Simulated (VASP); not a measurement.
An input for Quantum ESPRESSO's pw.x (written as the equivalent of a VASP run, and not itself run):

```
&CONTROL
  calculation = 'scf'
  pseudo_dir = './pseudo'
  outdir = './out'
  tprnfor = .true.
  tstress = .true.
/
&SYSTEM
  ibrav = 0
  nat = 2
  ntyp = 2
  ecutwfc = 84
  occupations = 'smearing'
  smearing = 'fermi-dirac'
  degauss = 0.00147
  input_dft = 'pbesol'
/
&ELECTRONS
  conv_thr = 7.3e-08
  electron_maxstep = 100
/
ATOMIC_SPECIES
  Al 26.982 Al.upf
  N 14.007 N.upf
CELL_PARAMETERS angstrom
     0.0000000    2.2162800    2.2162800
     2.2162800    0.0000000    2.2162800
     2.2162800    2.2162800    0.0000000
ATOMIC_POSITIONS crystal
  Al   0.0000000  0.0000000  0.0000000
  N    0.2500000  0.2500000  0.2500000
K_POINTS automatic
  2 2 2 0 0 0
```

### Question
Write the VASP files for the same calculation (PBEsol).

### Answer
Several could match; the one computed here: 
**KPOINTS**
```
kpoints
0
gamma
2 2 2
```

POSCAR:
```
AlN
2.216280
  0.0000000000   1.0000000000   1.0000000000
  1.0000000000   0.0000000000   1.0000000000
  1.0000000000   1.0000000000   0.0000000000
Al N
1 1
direct
  0.0000000000   0.0000000000   0.0000000000
  0.2500000000   0.2500000000   0.2500000000
```

### INCAR
```
# general
SYSTEM=AlN
PREC  =Accurate
ENCUT =400
LREAL =.False.
LASPH =.True.

# electronic loop
EDIFF =1E-6
NELM  =100
ALGO  =Normal

# smearing
ISMEAR=-1
SIGMA =0.02

# functional
GGA   =PS

# ions
ISIF  =2

# output
LWAVE =.False.
LCHARG=.False.
```

POTCAR, in this order: Al N (PBE.64 set). Program: vasp_std.

What does not carry over: the potentials are each code's own (VASP's PAW set, PseudoDojo norm-conserving files in pw.x), so ENCUT and ecutwfc are chosen apart and not converted; conv_thr bounds pw.x's estimated SCF error, while EDIFF bounds the energy change between steps.

The structure is a typed AlN crystal (F-43m). The cell was not relaxed at this level. The k-mesh is coarse (spacing up to 1.23 per Å, 2π included), so the numbers may not be converged in it. The run is one of a series of settings (KPOINTS 2×2×2 Γ-centred mesh against the base run), some of them coarse on purpose.
